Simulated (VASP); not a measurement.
# InFe2CuSe4 (I-42m) in VASP: a series of runs

Runs on InFe2CuSe4. Level: LDA. Tasks: single point.

Everything below comes from runs of VASP 6.6.1. Logs are shortened: lines on timing, memory, paths and dates and some standing lists are left out, and cuts for length are marked.

### Step 1. The structure

Symmetry: I-42m, No. 121, tetragonal system. Conventional cell: a = 5.765 Å, b = 5.765 Å, c = 11.554 Å, α = 90.00°, β = 90.00°, γ = 90.00°. In (site symmetry -42m) is surrounded by 4 Se at 2.66 Å. Se (site symmetry m) has 1 Cu at 2.44 Å and 2 Fe at 2.45 Å and 1 In at 2.66 Å as nearest neighbours. Cu (site symmetry -42m) has 4 Se at 2.44 Å as nearest neighbours. Around Fe (site symmetry -4) lie 4 Se at 2.45 Å.

The cell comes from a database or a generator and needn't be the stable form of this composition.

### Step 2. Single point, LDA, collinear spin, ferromagnetic start

File INCAR:

```
SYSTEM = InFe2CuSe4
PREC = Accurate
ENCUT = 520
EDIFF = 1E-6
ISMEAR = 0
SIGMA = 0.02
LREAL = .False.
LASPH = .True.
NELM = 120
ALGO = Normal
ISIF = 2
LWAVE = .False.
LCHARG = .False.
ISPIN = 2
MAGMOM = 0 0 0 0 0 0.6 3 3
LORBIT = 11
LMAXMIX = 4
NBANDS = 46
```

File KPOINTS:

```
Automatic mesh
0
Gamma
  7 7 7
  0 0 0
```

File POSCAR:

```
InFe2CuSe4
1.0
   -2.8824890000      2.8824890000      5.7770380000
    2.8824890000     -2.8824890000      5.7770380000
    2.8824890000      2.8824890000     -5.7770380000
In Se Cu Fe
1 4 1 2
Cartesian
    0.0000000000      0.0000000000      0.0000000000
   -1.3421041733      1.3421041733      7.3069594195
    1.5403848267      1.5403848267     -1.5299214195
    1.3421041733      1.3421041733      4.2471165805
    1.3421041733     -1.3421041733      7.3069594195
    0.0000000000      0.0000000000      5.7770380000
    2.8824890000      0.0000000000      2.8885190000
    0.0000000000      2.8824890000      2.8885190000
```

Potentials or basis: VASP PAW LDA potentials, release 64 (In_d, Se, Cu, Fe).

Command:

```console
> cat potpaw_LDA.64/In_d/POTCAR potpaw_LDA.64/Se/POTCAR potpaw_LDA.64/Cu/POTCAR potpaw_LDA.64/Fe/POTCAR > POTCAR
> mpirun -np 1 vasp_std > vasp.out
```

OUTCAR:

```text
SYSTEM = InFe2CuSe4
   PREC = Accurate
   ENCUT = 520
   EDIFF = 1E-6
   ISMEAR = 0
   LREAL = .False.
   LASPH = .True.
   NELM = 120
   ISIF = 2
   ISPIN = 2
   LORBIT = 11

 ion  position               nearest neighbor table
   1  0.000  0.000  0.000-   3 2.66   2 2.66   5 2.66   4 2.66
   2  0.865  0.400  0.000-   6 2.44   7 2.45   8 2.45   1 2.66
   3  0.135  0.135  0.534-   6 2.44   7 2.45   8 2.45   1 2.66
   4  0.600  0.600  0.466-   6 2.44   7 2.45   8 2.45   1 2.66
   5  0.400  0.865  0.000-   6 2.44   8 2.45   7 2.45   1 2.66
   6  0.500  0.500  0.000-   3 2.44   2 2.44   5 2.44   4 2.44
   7  0.250  0.750  0.500-   4 2.45   5 2.45   2 2.45   3 2.45
   8  0.750  0.250  0.500-   4 2.45   2 2.45   5 2.45   3 2.45

  LATTYP: Found a body centered tetragonal cell.
 ALAT       =     5.7649780000
 C/A-ratio  =     2.0041838841

  Lattice vectors:

 A1 = (  -2.8824890000,   2.8824890000,   5.7770380000)
 A2 = (   2.8824890000,  -2.8824890000,   5.7770380000)
 A3 = (   2.8824890000,   2.8824890000,  -5.7770380000)

Analysis of symmetry for initial positions (statically):
=====================================================================
 Subroutine PRICEL returns:
 Original cell was already a primitive cell.

 Routine SETGRP: Setting up the symmetry group for a
 body centered tetragonal supercell.

 Subroutine GETGRP returns: Found  8 space group operations
 (whereof  8 operations were pure point group operations)
 out of a pool of 16 trial point group operations.

The static configuration has the point symmetry D_2d.

Analysis of symmetry for dynamics (positions and initial velocities):
=====================================================================
 Subroutine PRICEL returns:
 Original cell was already a primitive cell.

 Routine SETGRP: Setting up the symmetry group for a
 body centered tetragonal supercell.

 Subroutine GETGRP returns: Found  8 space group operations
 (whereof  8 operations were pure point group operations)
 out of a pool of 16 trial point group operations.

The dynamic configuration has the point symmetry D_2d.

Analysis of structural, dynamic, and magnetic symmetry:
=====================================================================
 Subroutine PRICEL returns:
 Original cell was already a primitive cell.

 Routine SETGRP: Setting up the symmetry group for a
 body centered tetragonal supercell.

 Subroutine GETGRP returns: Found  8 space group operations
 (whereof  8 operations were pure point group operations)
 out of a pool of 16 trial point group operations.

The overall configuration has the point symmetry D_2d.

 Subroutine INISYM returns: Found  8 space group operations
 (whereof  8 operations are pure point group operations),
 and found     1 'primitive' translations

[... 159 lines left out ...]
 cond. band min:       3.3309978891   @ k =  -0.2857  -0.4286   0.1429
 fundamental gap:      0.0034788434
 Fermi energy:         3.3292632390

 spin component 1

 k-point     1 :       0.0000    0.0000    0.0000
  band No.  band energies     occupation
      1     -11.5117      1.00000
      2     -11.5105      1.00000
      3     -11.5105      1.00000
      4     -11.3140      1.00000
      5     -11.3090      1.00000
      6     -10.5978      1.00000
[... 1117 lines left out ...]
     43       8.6110      0.00000
     44       9.1236      0.00000

 [... further k-points ...]

 spin component 2

 k-point     1 :       0.0000    0.0000    0.0000
  band No.  band energies     occupation
      1     -11.4911      1.00000
      2     -11.4911      1.00000
      3     -11.4902      1.00000
      4     -11.3047      1.00000
      5     -11.3011      1.00000
      6     -10.4509      1.00000
[... 1117 lines left out ...]
     43       9.0634      0.00000
     44       9.4272      0.00000

 [... further k-points ...]

 [bands above 44 left out]

------------------------ aborting loop because EDIFF is reached ----------------------------------------

  FORCE on cell =-STRESS in cart. coord.  units (eV):
  Direction    XX          YY          ZZ          XY          YZ          ZX
  --------------------------------------------------------------------------------------
  -------------------------------------------------------------------------------------
  Total       -7.2321577     -7.2321577     -7.0173411      0.0000000      0.0000000      0.0000000
  in kB      -60.3500924    -60.3500924    -58.5575147      0.0000000      0.0000000      0.0000000
  external PRESSURE =     -59.7525665 kB  Pullay stress =       0.0000000 kB

 VOLUME and BASIS-vectors are now :
 -----------------------------------------------------------------------------
  energy-cutoff  :      520.00
  volume of cell :      192.00
      direct lattice vectors                 reciprocal lattice vectors
    -2.882489000  2.882489000  5.777038000     0.000000000  0.173461200  0.086549543
     2.882489000 -2.882489000  5.777038000     0.173461200  0.000000000  0.086549543
     2.882489000  2.882489000 -5.777038000     0.173461200  0.173461200  0.000000000

 POSITION                                       TOTAL-FORCE (eV/Angst)
 -----------------------------------------------------------------------------------
      0.00000      0.00000      0.00000        -0.000000      0.000000      0.000000
     -1.34210      1.34210      7.30696         0.042110     -0.042110      0.170689
      1.54038      1.54038     -1.52992         0.042110      0.042110     -0.170689
      1.34210      1.34210      4.24712        -0.042110     -0.042110     -0.170689
      1.34210     -1.34210      7.30696        -0.042110      0.042110      0.170689
      0.00000      0.00000      5.77704        -0.000000      0.000000      0.000000
      2.88249     -0.00000      2.88852        -0.000000      0.000000      0.000000
     -0.00000      2.88249      2.88852        -0.000000      0.000000      0.000000
 -----------------------------------------------------------------------------------
    total drift:                                0.000001      0.000001     -0.000000

  FREE ENERGIE OF THE ION-ELECTRON SYSTEM (eV)
  ---------------------------------------------------
  free  energy   TOTEN  =       -43.4134220252 eV

  energy  without entropy=      -43.4099227838  energy(sigma->0) =      -43.41167240

 total charge

# of ion       s       p       d       tot
------------------------------------------
    1        0.886   0.594   9.893  11.374
    2        1.450   2.353   0.044   3.847
    3        1.450   2.353   0.044   3.847
    4        1.450   2.353   0.044   3.847
    5        1.450   2.353   0.044   3.847
    6        0.379   0.320   9.241   9.939
    7        0.366   0.356   6.147   6.869
    8        0.366   0.356   6.147   6.869
--------------------------------------------------
tot          7.799  11.037  31.604  50.440

 magnetization (x)

# of ion       s       p       d       tot
------------------------------------------
    1       -0.014   0.037   0.006   0.030
    2        0.009   0.082   0.005   0.097
    3        0.009   0.082   0.005   0.097
    4        0.009   0.082   0.005   0.097
    5        0.009   0.082   0.005   0.097
    6        0.013   0.022   0.080   0.115
    7        0.031   0.061   3.023   3.115
    8        0.031   0.061   3.023   3.115
--------------------------------------------------
tot          0.098   0.511   6.153   6.762
```

It took 21 min on 1 thread of Intel Xeon Platinum 8559C (Emerald Rapids), shared host; peak memory 0.73 GiB.

Results:

```
Free energy                                           : -43.4134 eV
Pressure                                              : -6.0 GPa
Largest force                                         : 0.181 eV/Å
Band gap on the k mesh                                : none (metal or under the smearing width)
Net moment                                            : 7.43 μB per cell
Site moments                                          : In +0.03; Se +0.10; Cu +0.12; Fe +3.12 μB
Valence electrons inside the program's atomic spheres : In 11.37; Se 3.85; Cu 9.94; Fe 6.87
```

Forces in eV/Å, atoms in the order of the input:
```
In   0.000  0.000  0.000
Se   0.042 -0.042  0.171
Se   0.042  0.042 -0.171
Se  -0.042 -0.042 -0.171
Se  -0.042  0.042  0.171
Cu   0.000  0.000  0.000
Fe   0.000  0.000  0.000
Fe   0.000  0.000  0.000
```

Stress tensor (GPa, compression positive):
```
-6.04  0.00  0.00
 0.00 -6.04  0.00
 0.00  0.00 -5.86
```

Caveat: only a ferromagnetic start was run, and an antiferromagnetic order may lie lower in energy.

### Step 3. Single point, LDA, collinear spin, ferromagnetic start

File run.py:

```python
from ase.calculators.vasp import Vasp
from ase.dft.bandgap import bandgap
from ase.io import read

atoms = read('InFe2CuSe4.xyz')
atoms.set_initial_magnetic_moments([0.0, 0.0, 0.0, 0.0, 0.0, 0.6, 3.0, 3.0])
calc = Vasp(
    directory='calc',
    xc='lda',
    pp='LDA',
    setups='recommended',
    prec='Accurate',
    encut=520,
    ediff=1e-06,
    ismear=0,
    sigma=0.02,
    lreal=False,
    lasph=True,
    nelm=100,
    algo='Normal',
    isif=2,
    lwave=False,
    lcharg=False,
    ispin=2,
    lorbit=11,
    lmaxmix=4,
    kpts=[7, 7, 7],
    gamma=True,
    nbands=46,
)
atoms.calc = calc

print('energy (eV):', atoms.get_potential_energy())
print('free energy (eV):', atoms.get_potential_energy(force_consistent=True))
print('forces (eV/A):')
print(atoms.get_forces())
print('stress (eV/A^3, Voigt):', atoms.get_stress())
print('Fermi level (eV):', calc.get_fermi_level())
print('moment (muB):', atoms.get_magnetic_moment())
print('site moments (muB):', atoms.get_magnetic_moments())
gap, top, bottom = bandgap(calc)
print('band gap (eV):', gap, 'from (spin, k, band)', top, 'to', bottom)
```

File InFe2CuSe4.xyz:

```xyz
8
Lattice="-2.8824890000 2.8824890000 5.7770380000 2.8824890000 -2.8824890000 5.7770380000 2.8824890000 2.8824890000 -5.7770380000" Properties=species:S:1:pos:R:3 pbc="T T T"
In     0.0000000000      0.0000000000      0.0000000000
Se    -1.3421041733      1.3421041733      7.3069594195
Se     1.5403848267      1.5403848267     -1.5299214195
Se     1.3421041733      1.3421041733      4.2471165805
Se     1.3421041733     -1.3421041733      7.3069594195
Cu     0.0000000000      0.0000000000      5.7770380000
Fe     2.8824890000      0.0000000000      2.8885190000
Fe     0.0000000000      2.8824890000      2.8885190000
```

Potentials or basis: VASP PAW LDA potentials, release 64 (In_d, Se, Cu, Fe).

Command:

```console
> python run.py
```

Run time: 22 min. Hardware: 1 thread of Intel Xeon Platinum 8559C (Emerald Rapids), shared host; peak memory 0.73 GiB.

The run converged. Its results:

```yaml
Free_energy: -43.4134 eV
Pressure: -6.0 GPa
Largest_force: 0.181 eV/Å
Band_gap_on_the_k_mesh: none (metal or under the smearing width)
Net_moment: 7.43 μB per cell
Site_moments: In +0.03; Se +0.10; Cu +0.12; Fe +3.12 μB
Valence_electrons_inside_the_program's_atomic_spheres: In 11.37; Se 3.85; Cu 9.94; Fe 6.87
```

Forces in eV/Å, atoms in the order of the input:
```
In   0.000  0.000  0.000
Se   0.042 -0.042  0.171
Se   0.042  0.042 -0.171
Se  -0.042 -0.042 -0.171
Se  -0.042  0.042  0.171
Cu   0.000  0.000  0.000
Fe   0.000  0.000  0.000
Fe   0.000  0.000  0.000
```

Stress tensor (GPa, compression positive):
```
-6.04  0.00  0.00
 0.00 -6.04  0.00
 0.00  0.00 -5.86
```

Levels at points of the mesh, in eV from the Fermi level:
Spin up:
| k point | band 34 | band 35 | band 36 | band 37 | band 38 | band 39 |
| --- | --- | --- | --- | --- | --- | --- |
| (0.00, 0.00, 0.00) | 0.23 | 0.34 | 0.38 | 0.38 | 2.32 | 3.11 |
Spin down:
```tsv
k point	band 24	band 25	band 26	band 27	band 28	band 29	band 30	band 31	band 32	band 33
(0.00, 0.00, 0.00)	-1.73	-1.22	-1.22	-0.35	-0.06	-0.06	-0.04	0.09	0.28	0.41
```

Caveat: only a ferromagnetic start was run, and an antiferromagnetic order may lie lower in energy. With open d or f shells a metallic result of LDA can be an artefact of self-interaction; +U or a hybrid may open a gap.
